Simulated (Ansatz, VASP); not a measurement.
# Zn (Zinc) in two plane-wave programs

Wanted: the spread between two codes on one cell, functional and k mesh. The cell is a member of a volume series, scaled by 1.04 from a relaxed one, so a pressure remains.

Calculated with Ansatz 0.2.0; plane waves, with VASP 6.6.1 beside it; single point at PBEsol.

**1. The starting structure**

Symmetry: P6_3/mmc, No. 194, hexagonal system. Conventional cell: a = 2.725 Å, b = 2.725 Å, c = 4.500 Å, α = 90.00°, β = 90.00°, γ = 120.00°. Zn has 12 Zn at 2.73 to 2.75 Å nearest.

**2. Ansatz: single point, PBEsol, volume scaled by 1.04**

Ansatz runs on its default PAW (the set named soft_2) files.

With cell and atoms fixed, the geometry can't cause a difference; cores, projectors, grids and the points listed under the comparison can.

File input.yaml:

```yaml
crystal:
  lattice:
    - [2.7253033065, 0.0, 0.0]
    - [-1.3626516532, 2.3601818963, 0.0]
    - [0.0, 0.0, 4.4995431375]
  atoms:
    - { symbol: Zn, position: [0.3333333333, 0.6666666667, 0.25] }
    - { symbol: Zn, position: [0.6666666667, 0.3333333333, 0.75] }
hamiltonian:
  xc: pbesol
  pseudopotentials: { kind: paw }
kpoints:
  mp_grid: { grid: [8, 8, 5] }
scf:
  occupations: { method: methfessel_paxton, width: 0.2 }
  n_extra_bands: 4
output:
  forces: true
  stress: true
  eigenvalues: true
  write_density: true
  write_potential: true
  elf: true
  volumetric_format: npy
```

Started as:

```sh
$ ansatz run input.yaml --threads 2 --pin off --max-ram 4608MiB --backend cpu --events-out ev --progress --plain --runs-dir out
```

Numbers of over 12 decimals in the logs are rounded to 6 here.

The log of the run:

```text
scf.n_extra_bands = 4 over 12 filled bands (N_el = 24.0): the run solves 16 bands
Engine: ansatz 0.2.0, aarch64-unknown-linux-gnu
Pseudopotentials: kind: paw
Pseudopotential: Zn, paw, valence charge 12, recommended cutoff 420 eV (normal), Zn.paw.azcp
Functional definition: PBEsol
  exchange = pbesol_x
  correlation = pbesol_c
Crystal: 2 atoms, lattice volume = 28.942 Å³
Basis set: ecut = 420 eV, 573 PW (Γ), exchange–correlation on 40×40×64 points (8 copies of the dense FFT grid, shifted against one another)
Bands: 16, of which v1, the nominal top of the filled ones, is band 12 counted from 1 (11 counted from 0)
Symmetry: 24 space group operations
Space group: P63/mmc (ITA 194), of the structure as read, at distance tolerance 3.1e-5 Å
k-points: 30 of 320
Non-local potential: Zn, projectors of the file, l = 0: 2, l = 1: 2, l = 2: 3, l = 3: 1
PAW form: soft (Blöchl's): semilocal exchange-correlation on the pseudo side does not see the compensation charge
PAW frozen core: Zn, regenerated for the run's functional, and the local potential with it (the file was generated under x = pbe(κ = 0.804, μ = 0.219515), c = pbe(β = 0.066725))
PAW one-centre angular grid: Zn, 590 points (default); XC on 64 Gauss nodes
Initial density: superposition of atomic densities (neutral atoms: chi_scale 0, normalization atom), corrected by the library's trained network
Initial wavefunctions: pseudopotential atomic-orbital guess
Functional: x = pbesol(κ = 0.804, μ = 0.123457), c = pbesol(β = 0.046)
SCF iter   1: F=—  HF=-6561.828822 eV  |F-HF|=—  |Δ(HF+E_count)|=         —  Δρ=4.78e-3  dr2=3.37e-3  ethr=1.77e-3  ⟨swp⟩=4.9  Hψ=2255  notcnv=0
preconditioner: auto → none  [insulator: Δε(μ)=0.134 eV  Ē_g=13.194 eV  σ=0.200 eV  W_gap=0.52  n_scr=2 (ndim 8)  ℏωp=33.8 eV  f_vac=0.000  D(μ)=0.31/eV (n_scr^D=2)  ε∞_Penn≈7.6]
SCF iter   2: F=—  HF=-6561.828546 eV  |F-HF|=—  |Δ(HF+E_count)|=   2.76e-4  S|Δr|=    0.00e0  Δρ=2.19e-3  dr2=7.80e-4  ethr=1.40e-5  ⟨swp⟩=2.0  Hψ=1084  notcnv=0
SCF iter   3: F=—  HF=-6561.828025 eV  |F-HF|=—  |Δ(HF+E_count)|=   5.21e-4  S|Δr|=    0.00e0  Δρ=5.12e-4  dr2=2.57e-5  ethr=3.25e-6  ⟨swp⟩=2.0  Hψ=823  notcnv=0
SCF iter   4: F=—  HF=-6561.828038 eV  |F-HF|=—  |Δ(HF+E_count)|=   1.31e-5  S|Δr|=    0.00e0  Δρ=2.30e-5  dr2=4.33e-8  ethr=4.17e-10  ⟨swp⟩=8.1  Hψ=3829  notcnv=0
SCF iter   5: F=-6561.828038 eV  HF=-6561.828038 eV  |F-HF|=2.57e-9  |Δ(HF+E_count)|=   7.55e-8  S|Δr|=    0.00e0  Δρ=4.83e-6  dr2=1.82e-9  ethr=1.81e-10  ⟨swp⟩=5.1  Hψ=2848  notcnv=0
SCF 1 converged in 5 iterations: F = -6561.828038 eV  dr2 = 1.82e-9
  greatest PAW one-centre occupation: 0.980 electrons in one spin orbital (limit 2), on the Zn atom at site 1 (counted from 0), in its partial waves of l = 2
SCF converged after 5 iterations
Stability not checked: this state was not tested for a lower state beside it, because cold or Methfessel-Paxton smearing, or corrected tetrahedra, fill the levels in a way that the test cannot read (fill_not_monotonic; see scf.lower_state_search)
Free energy (F): -6561.828038 eV
Harris-Foulkes:  -6561.828038 eV  (|F-HF|=2.57e-9)
Internal energy: -6561.827385 eV  (E = F + TS)
E sigma→0 (E₀):  -6561.827875 eV
Entropy (-TS):   -0.000653 eV (-0.326 meV/atom)
Fermi energy:    11.772715 eV
--- Per-component energies (eV) ---
  E_band       = 109.716026
  E_kinetic    = 262.903997
  E_local      = -2999.674220  (includes V_loc(G=0)·N_el)
  E_nonlocal   = 1223.448371
  E_hartree    = 1255.864283
  E_xc         = -273.006463
  E_vxc        = -107.095363  (∫ρ·V_xc dr)
  E_paw        = -3575.429166  (= ΣΔE_a)
  E_vpaw       = -781.595272  (= ΣTr[D̂ρ^β])
  E_aug_tail   = -0.000688  (compensation charges beyond the density's cutoff)
  E_ewald      = -2457.528210
  E_core_change = 1.594710  (= ΣΔE_core)
  E_smearing   = -0.000653  (= −TS)
  E_closure    = 0.000000  (closes the sum)
  Σ components = -6561.828038   (vs F -6561.828038, Δ=0.00e0)
--- Forces (eV/Å), atoms counted from 1 ---
  atom   1  Zn    -0.00000000    -0.00000000     0.00000000
  atom   2  Zn     0.00000000     0.00000000     0.00000000
  max |Σ_I F_I| component: 3.70e-17 eV/Å
--- Stress (GPa, compression-positive) ---
       -3.145770      -0.000000       0.000000
       -0.000000      -3.145770       0.000000
        0.000000       0.000000      -3.379112
  P = ⅓ Tr σ = -3.2236 GPa (-32.236 kbar)
--- Band table (eV; the first three rows and the last of 30) ---
  k-point 0: bands = [... 8 lower, 4.1667, 4.5515, 4.5515, 8.3889, 10.1341, 27.2069, 27.2069, 29.1168]
  k-point 1: bands = [... 8 lower, 4.2382, 4.5360, 4.5360, 6.3444, 12.7939, 25.9282, 27.5094, 27.5094]
  k-point 2: bands = [... 8 lower, 4.3683, 4.4393, 4.4772, 4.4772, 16.6930, 21.1182, 28.3375, 28.3375]
  k-point 29: bands = [... 8 lower, 4.5510, 4.5938, 10.8483, 10.9737, 12.7014, 12.9864, 14.6604, 16.1390]
```

Run time: 1.5 s. Hardware: 2 threads of Arm Neoverse N1, shared host; peak memory 0.26 GiB; 2.3 s of CPU time.

The run ends at a pressure of -3.22 GPa.

**3. VASP: single point, PBEsol, volume scaled by 1.04**

The same cell, functional, mesh and smearing now go to VASP, with its own data sets and cutoff.

Lines of VASP's logs that name or quote its potential files are left out, and so is its time.

File INCAR:

```
SYSTEM = Zn
PREC = Accurate
ENCUT = 400
EDIFF = 1E-06
NELM = 100
ISMEAR = 1
SIGMA = 0.2
LREAL = .FALSE.
ALGO = Normal
GGA = PS
NBANDS = 18
LORBIT = 11
LWAVE = .FALSE.
LCHARG = .FALSE.
KPAR = 2
ISIF = 2
```

File POSCAR:

```
Zn
1.0
    2.7253033065      0.0000000000      0.0000000000
   -1.3626516532      2.3601818963      0.0000000000
    0.0000000000      0.0000000000      4.4995431375
Zn
2
Direct
    0.3333333333      0.6666666667      0.2500000000
    0.6666666667      0.3333333333      0.7500000000
```

File KPOINTS:

```
Automatic mesh
0
Gamma
8 8 5
0 0 0
```

The projector-augmented-wave data sets are Zn (PBE family, release 64).

Started as:

```sh
$ mpirun -np 2 vasp_std
```

The log of the run:

```text
[banner, memory and clock lines left out]
running    2 mpi-ranks, on    1 nodes
 distrk:  each k-point on    1 cores,    2 groups
 distr:  one band on    1 cores,    1 groups

 POSCAR found type information on POSCAR Zn
 POSCAR found :  1 types and       2 ions
|                                                                             |
|               ----> ADVICE to this user running VASP <----                  |
|                                                                             |
|     You enforced a specific xc type in the INCAR file but a different       |
|     [... a line on the potential file left out ...]
|     I HOPE YOU KNOW WHAT YOU ARE DOING!                                     |
|                                                                             |

 LDA part: xc-table for (Slater+PW92), standard interpolation
 POSCAR, INCAR and KPOINTS ok, starting setup
 FFT: planning ... GRIDC
 FFT: planning ... GRID_SOFT
 FFT: planning ... GRID
 WAVECAR not read
 entering main loop
       N       E                     dE             d eps       ncg     rms          rms(c)
DAV:   1     0.952144414184E+02    0.95214E+02   -0.10623E+04  1112   0.181E+03
DAV:   2     0.153459560790E+00   -0.95061E+02   -0.92121E+02  1088   0.268E+02
DAV:   3    -0.348479313439E+01   -0.36383E+01   -0.36268E+01  1230   0.620E+01
DAV:   4    -0.350151735740E+01   -0.16724E-01   -0.16721E-01  1244   0.440E+00
DAV:   5    -0.350153722080E+01   -0.19863E-04   -0.19863E-04  1190   0.129E-01    0.454E+00
DAV:   6    -0.321003149701E+01    0.29151E+00   -0.12350E+00  1162   0.242E+01    0.331E+00
DAV:   7    -0.319562146550E+01    0.14410E-01   -0.43113E-02  1368   0.366E+00    0.172E+00
DAV:   8    -0.318842418938E+01    0.71973E-02   -0.18864E-03  1460   0.617E-01    0.510E-02
DAV:   9    -0.318837779227E+01    0.46397E-04   -0.17992E-04  1540   0.190E-01    0.337E-02
DAV:  10    -0.318838214526E+01   -0.43530E-05   -0.20826E-05  1138   0.394E-02    0.336E-03
DAV:  11    -0.318838198899E+01    0.15627E-06   -0.38662E-07   622   0.106E-02
   1 F= -.31883820E+01 E0= -.31881466E+01  d E =-.706189E-03
```

OUTCAR, selected parts (step 3):

```text
ion  position               nearest neighbor table
   1  0.333  0.667  0.250-   2 2.75   2 2.75   2 2.75   2 2.75   2 2.75   2 2.75
   2  0.667  0.333  0.750-   1 2.75   1 2.75   1 2.75   1 2.75   1 2.75   1 2.75

  LATTYP: Found a hexagonal cell.
 ALAT       =     2.7253033065
 C/A-ratio  =     1.6510247233

 Subroutine GETGRP returns: Found 24 space group operations
 (whereof 12 operations were pure point group operations)

The static configuration has the point symmetry D_3d.
 The point group associated with its full space group is D_6h.

 Found     30 irreducible k-points:

   k-points           NKPTS =     30   k-points in BZ     NKDIM =     30   number of bands    NBANDS=     18

   dimension x,y,z NGX =    18 NGY =   18 NGZ =   30
   dimension x,y,z NGXF=    36 NGYF=   36 NGZF=   60

   ENCUT  =  400.0 eV  29.40 Ry    5.42 a.u.   4.44  4.44  7.34*2*pi/ulx,y,z

   NELECT =      24.0000    total number of electrons

 k-points in reciprocal lattice and weights: Automatic mesh
   0.00000000  0.00000000  0.00000000       0.003
   0.12500000  0.00000000  0.00000000       0.019
   0.25000000  0.00000000  0.00000000       0.019
   0.37500000  0.00000000  0.00000000       0.019
   0.50000000  0.00000000  0.00000000       0.009
   0.12500000  0.12500000  0.00000000       0.019
   0.25000000  0.12500000  0.00000000       0.038
   0.37500000  0.12500000  0.00000000       0.038
   0.25000000  0.25000000  0.00000000       0.019
[...]
0.25000000  0.25000000  0.40000000       0.038
   0.37500000  0.25000000  0.40000000       0.038

 average (electrostatic) potential at core
       1 -36.4642       2 -36.4642

 E-fermi :   3.4356

 k-point     1 :       0.0000    0.0000    0.0000
  band No.  band energies     occupation
    ...
      9      -4.1850      2.00000
     10      -3.8010      2.00000
     11      -3.8009      2.00000
     12       0.0568      2.00000
     13       1.7921      2.00000
     14      18.9466      0.00000
     15      18.9466      0.00000
     16      20.8851      0.00000
     17      20.8852      0.00000
     18      21.1539      0.00000

 k-point     2 :       0.1250    0.0000    0.0000
  band No.  band energies     occupation
    ...
      9      -4.2333      2.00000
     10      -3.9998      2.00000
     11      -3.7847      2.00000
     12       0.7429      2.00000
     13       2.0458      2.00000
     14      14.3449      0.00000
     15      16.5963      0.00000
     16      18.9226      0.00000
     17      21.4195      0.00000
     18      21.4775      0.00000

 k-point     3 :       0.2500    0.0000    0.0000
  band No.  band energies     occupation
    ...
      9      -4.0675      2.00000
     10      -4.0324      2.00000
     11      -3.7596      2.00000
     12       2.4635      2.00000
     13       2.9156      2.00147
     14       8.9718      0.00000
     15      14.1808      0.00000
     16      16.2742      0.00000
     17      16.5891      0.00000
     18      17.5187      0.00000

  Total       -0.6003267     -0.6003267     -0.6481432     -0.0000000     -0.0000000      0.0000000
  in kB      -33.2329951    -33.2329951    -35.8800298     -0.0000000     -0.0000000      0.0000000
  external PRESSURE =     -34.1153400 kB  Pullay stress =       0.0000000 kB

  energy-cutoff  :      400.00
  volume of cell :       28.94
      direct lattice vectors                 reciprocal lattice vectors
     2.725303306  0.000000000  0.000000000     0.366931636  0.211848079  0.000000000
    -1.362651653  2.360181896  0.000000000     0.000000000  0.423696157  0.000000000
     0.000000000  0.000000000  4.499543137     0.000000000  0.000000000  0.222244786

 POSITION                                       TOTAL-FORCE (eV/Angst)
 -----------------------------------------------------------------------------------
     -0.00000      1.57345      1.12489        -0.000000     -0.000000      0.000000
      1.36265      0.78673      3.37466         0.000000      0.000000      0.000000
 -----------------------------------------------------------------------------------
    total drift:                               -0.000000      0.000000     -0.000000

  FREE ENERGIE OF THE ION-ELECTRON SYSTEM (eV)
  ---------------------------------------------------
  free  energy   TOTEN  =        -3.1883819890 eV

  energy  without entropy=       -3.1876757998  energy(sigma->0) =       -3.18814659

 total charge
# of ion       s       p       d       tot
------------------------------------------
    1        0.592   0.471   9.724  10.787
    2        0.592   0.471   9.724  10.787
--------------------------------------------------
tot          1.184   0.942  19.448  21.574

[... 3 further parts left out ...]
```

The scan keeps the cell's shape and the fractional positions fixed.

**4. Comparison**

Known differences besides the potentials themselves: the cutoff is 420 eV in Ansatz and 400 eV in VASP; Ansatz makes its cores anew for this functional, VASP keeps those of its PBE data sets; VASP leaves aspherical gradient terms in its spheres out (LASPH is not set), Ansatz keeps them. Total energies have different zeros and are not compared.

Both answers:

```csv
quantity,Ansatz,VASP,difference
pressure (GPa),-3.22,-3.41,+0.19
pressure without Ansatz's Pulay correction (GPa),-3.31,-3.41,+0.10
```

Ansatz's pressure holds a Pulay correction of 0.09 GPa; VASP's holds none.

**5. What came out**

```json
{"difference in pressure (single point, PBEsol, volume scaled by 1.04)": "0.19 GPa"}
```

In words: The difference in pressure is 0.19 GPa (single point, PBEsol, volume scaled by 1.04), within the 1 GPa picked in this series as the mark of a large difference. How closely two codes agree says nothing of how well the functional describes the real material.

[Lines on the potential files, build, host, timing and source positions are cut from VASP's logs without a mark.]

[Logs are printed without paths, hosts, clocks, repeated set-up lines and the standing remarks that a program may print on its own settings, such as how far it seeks lower states.]

[Hosts, paths, dates, database ids (printed as entryN), source tags and the programs' standing remarks are cut or masked in the printed files.]
